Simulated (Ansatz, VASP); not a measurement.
# Cross-check of Si2W between VASP and Ansatz, part 2 of 2

Aim: how closely do two programs agree when they are given the same cell, functional and k mesh? The cell is taken from a series of runs on this material, whose earlier steps may have relaxed, scaled, displaced or heated it; both programs get it as it stands.

VASP 6.6.1 and Ansatz 0.2.0.

So far: The structure; VASP: zone-centre phonons, LDA.

### 3. Ansatz: zone-centre phonons, LDA

Level of this step: Ansatz beside VASP: Kohn-Sham DFT, plane waves, LDA (Ansatz).

Ansatz runs on its PAW soft_1 files.

The same cell, functional (in two slightly different forms), mesh and smearing now go to Ansatz, which takes its cutoff from its data sets.

Contents of input.yaml:

```yaml
crystal:
  lattice:
    - [-1.533749657, 1.533749657, 3.7724538078]
    - [1.533749657, -1.533749657, 3.7724538078]
    - [1.533749657, 1.533749657, -3.7724538078]
  atoms:
    - { symbol: Si, position: [0.3330937967, 0.3330937967, 0.0] }
    - { symbol: Si, position: [0.6669062033, 0.6669062033, 0.0] }
    - { symbol: W, position: [0.0, 0.0, 0.0] }
kpoints:
  mp_grid: { grid: [20, 20, 20] }
hamiltonian:
  xc: lda
  pseudopotentials: { kind: paw, azcp: { folder: soft_1 }, xc_functional: pbe }
scf:
  occupations: { method: methfessel_paxton, width: 0.2 }
output:
  eigenvalues: true
phonons:
  method: dfpt
```

Started as:

```
$ ansatz run input.yaml --threads 4 --pin off --max-ram 10240MiB --backend cpu --events-out ev --progress --plain --runs-dir out
```

Numbers of over 12 decimals in the logs are rounded to 6 here.

Log:

```text
zone centre: on kpoints.mp_grid the ground state, and the responses unless they are solved on pairs of k-points, stand on 1166 of the mesh's 8000 k-points, reduced under 4 symmetry operations, with k and −k counted as one. Each operation leaves every solved displacement unchanged or reverses it
Engine: ansatz 0.2.0, aarch64-unknown-linux-gnu
Pseudopotentials: kind: paw
Pseudopotential: Si, paw, valence charge 4, recommended cutoff 420 eV (normal), soft_1/Si.paw.azcp
Pseudopotential: W, paw, valence charge 14, recommended cutoff 420 eV (normal), soft_1/W.paw.azcp
Functional definition: SPW92
  exchange = slater_x
  correlation = pw_c
Crystal: 3 atoms, lattice volume = 35.497 Å³
Basis set: ecut = 420 eV, 681 PW (Γ), exchange–correlation on 60×60×60 points (8 copies of the dense FFT grid, shifted against one another)
Bands: 15, of which v1, the nominal top of the filled ones, is band 11 counted from 1 (10 counted from 0)
Symmetry: 16 space group operations
k-points: 1166 of 8000 (irreducible under 4 space group operations, time reversal used)
Non-local potential: Si, projectors of the file, l = 0: 2, l = 1: 2, l = 2: 1
Non-local potential: W, projectors of the file, l = 0: 3, l = 1: 2, l = 2: 2, l = 3: 1
PAW form: soft (Blöchl's): semilocal exchange-correlation on the pseudo side does not see the compensation charge
PAW frozen core: Si, regenerated for the run's functional, and the local potential with it (the file was generated under x = pbe(κ = 0.804, μ = 0.219515), c = pbe(β = 0.066725))
PAW frozen core: W, regenerated for the run's functional, and the local potential with it (the file was generated under x = pbe(κ = 0.804, μ = 0.219515), c = pbe(β = 0.066725))
PAW one-centre angular grid: Si, 110 points (default); XC on 64 Gauss nodes
PAW one-centre angular grid: W, 590 points (default); XC on 64 Gauss nodes
Initial density: superposition of atomic densities (chi_scale 0.1, normalization cell, long waves kept (reshape's long-wave potential 0.00 eV rms))
Initial wavefunctions: pseudopotential atomic-orbital guess
Functional: x = slater, c = lda
SCF iter   1: F=—  HF=-11349.197356 eV  |F-HF|=—  |Δ(HF+E_count)|=         —  Δρ=4.77e-2  dr2=6.52e-1  ethr=3.10e-3  ⟨swp⟩=5.7  Hψ=106473  notcnv=0
preconditioner: auto → Kerker (q_TF=auto, 2.519 Å⁻¹)  [metal: Δε(μ)=0.005 eV  Ē_g=9.129 eV  σ=0.200 eV  W_gap=0.02  n_scr=10 (ndim 8)  ℏωp=23.3 eV  f_vac=0.000  D(μ)=0.22/eV (n_scr^D=0)]
SCF iter   2: F=—  HF=-11349.017241 eV  |F-HF|=—  |Δ(HF+E_count)|=   1.80e-1  S|Δr|=    0.00e0  Δρ=2.68e-2  dr2=1.76e-1  ethr=2.96e-3  ⟨swp⟩=2.0  Hψ=30566  notcnv=0
SCF iter   3: F=—  HF=-11348.950340 eV  |F-HF|=—  |Δ(HF+E_count)|=   6.69e-2  S|Δr|=    0.00e0  Δρ=5.04e-3  dr2=6.92e-3  ethr=8.02e-4  ⟨swp⟩=2.9  Hψ=32283  notcnv=0
SCF iter   4: F=—  HF=-11348.947857 eV  |F-HF|=—  |Δ(HF+E_count)|=   2.48e-3  S|Δr|=    0.00e0  Δρ=4.58e-4  dr2=4.17e-5  ethr=3.14e-5  ⟨swp⟩=2.7  Hψ=25506  notcnv=0
SCF iter   5: F=—  HF=-11348.947844 eV  |F-HF|=—  |Δ(HF+E_count)|=   1.26e-5  S|Δr|=    0.00e0  Δρ=5.88e-5  dr2=1.12e-6  ethr=1.89e-7  ⟨swp⟩=2.5  Hψ=29367  notcnv=0
SCF iter   6: F=—  HF=-11348.947845 eV  |F-HF|=—  |Δ(HF+E_count)|=   7.68e-7  S|Δr|=    0.00e0  Δρ=1.06e-5  dr2=4.66e-8  ethr=5.09e-9  ⟨swp⟩=2.8  Hψ=28969  notcnv=0
SCF iter   7: F=—  HF=-11348.947845 eV  |F-HF|=—  |Δ(HF+E_count)|=   1.20e-8  S|Δr|=    0.00e0  Δρ=1.36e-6  dr2=7.15e-10  ethr=2.12e-10  ⟨swp⟩=2.6  Hψ=27398  notcnv=0
SCF iter   8: F=-11348.947845 eV  HF=-11348.947845 eV  |F-HF|=3.64e-12  |Δ(HF+E_count)|=  2.15e-10  S|Δr|=    0.00e0  Δρ=1.65e-7  dr2=8.98e-12  ethr=1.00e-12  ⟨swp⟩=4.9  Hψ=93363  notcnv=0
the search or the solves at the SCF's close seem to have found levels that the self-consistency loop had missed (the run counts 1). By its estimate they hold under 1e-12 electrons; where the run keeps them, the occupations were computed again with them
SCF 1 converged in 8 iterations: F = -11348.947845 eV  dr2 = 8.98e-12
  greatest PAW one-centre occupation: 0.999 electrons in one spin orbital (limit 2), on the W atom at site 2 (counted from 0), in its partial waves of l = 0
DFPT response loops at Γ: preconditioner auto → Kerker (q_TF=auto, 2.519 Å⁻¹) (partly filled bands, converged f_vac=0.000); β = 1.00, the filter's whole step (`scf.mixing.beta` (0.50) is not read by the response loops under this deck's `scf.mixing.preconditioner`; to damp them name `kerker` or `kerker_dos`, under which they read `scf.mixing.beta`, and type it under 1.00, their step now; both keys bind the ground state too); Broyden in place of MSR1
SCF converged after 8 iterations
Stability not checked: this state was not tested for a lower state beside it, because cold or Methfessel-Paxton smearing, or corrected tetrahedra, fill the levels in a way that the test cannot read (fill_not_monotonic; see scf.lower_state_search)
Free energy (F): -11348.947845 eV
Harris-Foulkes:  -11348.947845 eV  (|F-HF|=3.64e-12)
Internal energy: -11348.947897 eV  (E = F + TS)
E sigma→0 (E₀):  -11348.947858 eV
Entropy (-TS):   0.000052 eV (0.017 meV/atom)
Fermi energy:    18.989961 eV
--- Per-component energies (eV) ---
  E_band       = -35.655361
  E_kinetic    = 528.041551
  E_local      = -804.359227  (includes V_loc(G=0)·N_el)
  E_nonlocal   = 28.127789
  E_hartree    = 363.189375
  E_xc         = -388.278833
  E_vxc        = -341.016301  (∫ρ·V_xc dr)
  E_paw        = -9295.736235  (= ΣΔE_a)
  E_vpaw       = -172.828175  (= ΣTr[D̂ρ^β])
  E_aug_tail   = 0.000225  (compensation charges beyond the density's cutoff)
  E_ewald      = -1780.384451
  E_core_change = 0.451911  (= ΣΔE_core)
  E_smearing   = 0.000052  (= −TS)
  E_closure    = -0.000000  (closes the sum)
  Σ components = -11348.947845   (vs F -11348.947845, Δ=0.00e0)
--- Band table (eV; the first three rows and the last of 1166) ---
  k-point 0: bands = [... 7 lower, 15.3298, 15.7822, 15.7822, 19.7919, 21.4637, 22.6122, 22.6610, 22.6610]
  k-point 1: bands = [... 7 lower, 15.0188, 15.5172, 16.2767, 19.3118, 21.8031, 22.4696, 22.7295, 22.7856]
  k-point 2: bands = [... 7 lower, 14.8813, 15.1277, 16.8458, 18.2326, 22.2530, 22.5933, 22.9169, 23.0357]
  k-point 1165: bands = [... 7 lower, 15.9518, 18.2344, 18.2344, 18.3778, 18.3778, 20.0167, 23.8417, 25.1499]
--- Phonons (Γ-DFPT): 4 representative perturbations + reference, on 1166 of 8000 k-points (Σ response iterations 12) ---
  k mesh reduced under 4 symmetry operations, with k and −k counted as one. Each operation leaves every solved displacement unchanged or reverses it
  ASR residual: 9.199e-5 → 0.000e0 eV/Å²; symmetrization residual: 6.107e-7 eV/Å²
  ASR residual per site (eV/Å²): 5.98e-5 5.98e-5 9.20e-5
  Γ frequencies (cm⁻¹): 0.00 0.00 0.00 322.78 322.78 375.58 413.69 413.69 514.46
  non-analytic LO–TO correction: not included (Born effective charges unavailable; polar crystals: no LO–TO splitting at Γ)
```

The column dr2 measures how far the density is from self-consistency, as an energy; F and HF (Harris–Foulkes) agree once it is small.

### 4. Comparison

Known differences besides the potentials themselves: the two LDA forms differ slightly; the data sets hold 22 valence electrons in Ansatz (on its PAW soft_1 files) and 14 in VASP; the cutoff is 420 eV in Ansatz and 600 eV in VASP; VASP's log shows a relativistic correction to its local exchange, Ansatz's none. Total energies have different zeros and are not compared.

The two programs side by side:

```csv
quantity,Ansatz,VASP,difference
optical mode 1 to 2 (cm⁻¹),322.8,326.6,-1.18 %
optical mode 3 (cm⁻¹),375.6,379.8,-1.10 %
optical mode 4 to 5 (cm⁻¹),413.7,416.5,-0.68 %
optical mode 6 (cm⁻¹),514.5,518.1,-0.69 %
```

Modes are paired by rising frequency, not by their patterns, so a pair may set unlike modes beside each other; they are those without the splitting of longitudinal modes.

### 5. Outcome

```
r.m.s. difference of the optical zone-centre modes, each program's sorted by frequency (zone-centre phonons, LDA) : 3.6 cm⁻¹
difference in optical mode 1 to 2 (zone-centre phonons, LDA)                                                      : -1.2 %
```

The r.m.s. difference of the optical zone-centre modes, each program's sorted by frequency is 3.6 cm⁻¹ (zone-centre phonons, LDA). The data sets hold unlike numbers of valence electrons (22 in Ansatz and 14 in VASP), so part of the differences comes from the potentials. Among the rows given in per cent, the largest difference of the zone-centre phonons, LDA pair is in optical mode 1 to 2, -1.2 %. Such differences can come from data sets, numerical settings and the points named under the comparisons, not from the functional's error against experiment.

[Lines on the potential files, build, host, timing and source positions are cut from VASP's logs without a mark.]

[Logs are printed without paths, hosts, clocks, repeated set-up lines and the standing remarks that a program may print on its own settings, such as how far it seeks lower states.]

[Hosts, paths, dates, database ids (printed as entryN), source tags and the programs' standing remarks are cut or masked in the printed files.]
